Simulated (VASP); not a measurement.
BAs:

```
CELL_PARAMETERS angstrom
0.00000 2.38850 2.38850
2.38850 0.00000 2.38850
2.38850 2.38850 0.00000
ATOMIC_POSITIONS crystal
B 0.00000 0.00000 0.00000
As 0.25000 0.25000 0.25000
```

Base run:

| Property | Result |
| --- | --- |
| Program | VASP 6.6.1 |
| Functional | PBE |
| Potentials or basis | VASP PAW PBE potentials, release 64 (B, As) |
| Cutoff | 520 eV |
| k mesh | 10 × 10 × 10 |
| Occupations | gaussian, width 0.02 eV |
| Spin | no spin polarisation |

Its results: band gap on the k mesh 1.18 eV, indirect (least direct gap 3.28 eV); pressure 3.4 GPa.

Task: The run is repeated on the same cell with these changes: k mesh from 10 × 10 × 10 to 6 × 6 × 6. What comes out?

Result: Band gap on the k mesh 1.27 eV, indirect (least direct gap 3.27 eV); pressure 3.5 GPa.

A k mesh can miss the band edges.
